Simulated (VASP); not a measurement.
Crystal: Ti2SnTe2.

```xyz
5
Lattice="3.8071 0.0000 0.0000 -1.9036 3.2971 0.0000 0.0000 0.0000 10.2860" Properties=species:S:1:pos:R:3 pbc="T T T"
Ti    0.0000    2.1981    1.7830
Ti    1.9036    1.0990    8.5030
Sn    0.0000    0.0000    0.0000
Te    1.9036    1.0990    3.4590
Te    0.0000    2.1981    6.8270
```

The cell was built by a generator and needn't be a form met in nature.

| Item | Value |
| --- | --- |
| Program | VASP 6.6.1 |
| Task | relaxation of cell and atoms |
| Functional | PBE |
| Potentials or basis | VASP PAW PBE potentials, release 64 (Ti_sv, Sn_d, Te) |
| Cutoff | 520 eV |
| k mesh | 10 × 10 × 4 |
| Occupations | gaussian, width 0.1 eV |
| Spin | no spin polarisation |

At the start: pressure -0.3 GPa; volume 25.82 Å³/atom.

Question: Where does the relaxation end?

Answer: Over 14 steps the energy falls by 3.2 meV/atom and the volume is 26.45 Å³/atom (+2.4 %); space group P-3m1 (No. 164, to 0.05 Å).

Step by step:
| step | energy change (eV) | largest force (eV/Å) | pressure (GPa) | volume (Å³) |
| --- | --- | --- | --- | --- |
| 1 | 0.0000 | 0.1177 | -0.28 | 129.11 |
| 2 | -0.0023 | 0.0996 | 0.24 | 128.26 |
| 3 | -0.0024 | 0.0945 | 0.37 | 128.03 |
| 4 | -0.0042 | 0.0561 | 0.31 | 128.18 |
| 5 | -0.0059 | 0.1317 | 0.16 | 128.53 |
| 6 | -0.0078 | 0.1244 | 0.03 | 129.02 |
| 7 | -0.0110 | 0.1033 | -0.30 | 130.50 |
| 8 | -0.0126 | 0.0587 | 0.06 | 130.21 |
| 9 | -0.0126 | 0.0689 | 0.11 | 130.16 |
| 10 | -0.0132 | 0.0639 | 0.16 | 130.30 |
| 11 | -0.0145 | 0.0487 | 0.19 | 130.74 |
| 12 | -0.0155 | 0.0385 | 0.27 | 131.61 |
| 13 | -0.0158 | 0.0274 | -0.14 | 132.60 |
| 14 | -0.0159 | 0.0093 | 0.01 | 132.23 |

Final structure:
```
CELL_PARAMETERS angstrom
3.80663 0.00000 0.00000
-1.90332 3.29664 0.00000
0.00000 0.00000 10.53696
ATOMIC_POSITIONS crystal
Ti 0.33333 0.66667 0.16663
Ti 0.66667 0.33333 0.83337
Sn 0.00000 0.00000 0.00000
Te 0.66667 0.33333 0.32584
Te 0.33333 0.66667 0.67416
```

Caveat: this functional lacks dispersion, which binds the layers, so the pressure and a relaxed spacing across them are unreliable.
